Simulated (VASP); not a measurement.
N2: single point with PBEsol

Molecule: N2, in a box.

```
N
1.0
    10.00000    0.00000    0.00000
     0.00000   10.50000    0.00000
     0.00000    0.00000   11.00000
N
2
Direct
  0.50000 0.50000 0.44947
  0.50000 0.50000 0.55053
```

* Program: VASP 6.6.1
* Task: single point
* Functional: PBEsol
* Potentials or basis: VASP PAW PBE potentials, release 64 (N)
* Cutoff: 700 eV
* k mesh: 1 × 1 × 1
* Occupations: gaussian, width 0.02 eV
* Spin: no spin polarisation

```yaml
Largest_force: 0.101 eV/Å
Gap_between_the_frontier_levels: 8.05 eV
```

Forces in eV/Å, atoms in the order of the input:
```
N    0.000  0.000  0.101
N    0.000  0.000 -0.101
```

Levels at points of the mesh, in eV from the valence-band top:
```csv
k point,band 3,band 4,band 5,band 6,band 7,band 8
"(0.00, 0.00, 0.00)",-1.42,-1.42,0.00,8.05,8.05,9.88
```

Run time: 2.1 min on 1 thread of Intel(R) Xeon(R) Platinum 8259CL CPU @ 2.50GHz (Skylake/Cascade Lake), with other jobs on the host, peak memory 1.2 GiB.

Caveat: the standard files for N, O and F lose accuracy on very short bonds; the PAW data sets were made with another functional, which shifts forces and pressure a little. A hybrid or GW would open this gap; PBEsol tends to underestimate it.
